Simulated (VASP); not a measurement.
**MgZn3S4 (space group Pm): computed properties**

All values below come from PBEsol GGA, VASP's PBE PAW potentials (set 64) (plane waves; VASP 6.6.1).

```json
{
 "space_group": "Pm (6)",
 "cell": "a = 6.275 Å, b = 3.833 Å, c = 6.653 Å, α = 90.00°, β = 90.05°, γ = 90.00°",
 "volume_per_atom": "20.00 Å^3/atom",
 "band gap (over mesh and band path)": "2.31 eV",
 "smallest direct gap (over mesh and band path)": "2.31 eV",
 "band_edge_character": "direct, Γ to Γ",
 "density": "3.62 g/cm³"
}
```

```yaml
crystal:
  lattice:
    - [6.27474, 0.00000, -0.00027]
    - [0.00000, 3.83330, 0.00000]
    - [-0.00553, 0.00000, 6.65331]
  atoms:
    - { symbol: Mg, position: [0.50029, 0.00000, 0.66642] }
    - { symbol: Zn, position: [0.49947, 0.50000, 0.16700] }
    - { symbol: Zn, position: [0.99962, 0.50000, 0.83657] }
    - { symbol: Zn, position: [0.99894, 0.00000, 0.32979] }
    - { symbol: S, position: [0.11184, 0.00000, 0.66538] }
    - { symbol: S, position: [0.12708, 0.50000, 0.16737] }
    - { symbol: S, position: [0.63096, 0.50000, 0.84421] }
    - { symbol: S, position: [0.62789, 0.00000, 0.32318] }
```

The structure comes from a computed database's MgZn3S4 entry (Pm); how it stands against other phases isn't given here. It was relaxed first. Symmetry was kept, so distortions that lower it aren't found.
